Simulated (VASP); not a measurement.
Input:

```yaml
crystal:
  lattice:
    - [1.52885, -2.64805, 0.00000]
    - [1.52885, 2.64805, 0.00000]
    - [0.00000, 0.00000, 3.45980]
  atoms:
    - { symbol: Mg, position: [0.00000, 0.00000, 0.00000] }
    - { symbol: B, position: [0.33333, 0.66667, 0.50000] }
    - { symbol: B, position: [0.66667, 0.33333, 0.50000] }
```

Method: PBE GGA with D3 dispersion (zero damping), VASP's PBE PAW potentials (set 64) (plane waves; VASP 6.6.1). Settings: 520 eV cut-off, Gaussian smearing of 0.050 eV, potentials Mg B.

Problem. Give the energies of bands 1 to 6 at the high-symmetry points, in eV from the Fermi level.

Solution. 
```json
[
 {"band": "1", "Γ": "-12.57", "M": "-8.61", "K": "-7.32", "A": "-11.21", "L": "-7.57", "H": "-6.37"},
 {"band": "2", "Γ": "-2.85", "M": "-7.93", "K": "-7.32", "A": "-7.51", "L": "-6.97", "H": "-6.37"},
 {"band": "3", "Γ": "0.40", "M": "-2.19", "K": "-5.95", "A": "0.81", "L": "-3.61", "H": "-5.24"},
 {"band": "4", "Γ": "0.40", "M": "0.32", "K": "1.93", "A": "0.81", "L": "-1.88", "H": "-2.03"},
 {"band": "5", "Γ": "1.95", "M": "3.27", "K": "1.93", "A": "6.75", "L": "-1.27", "H": "-2.03"},
 {"band": "6", "Γ": "6.42", "M": "3.95", "K": "6.47", "A": "6.75", "L": "5.92", "H": "3.80"}
]
```

It has no gap at this level: it comes out as a metal or semimetal.

The compound is MgB2 in the AlB2 type structure. It was relaxed first.
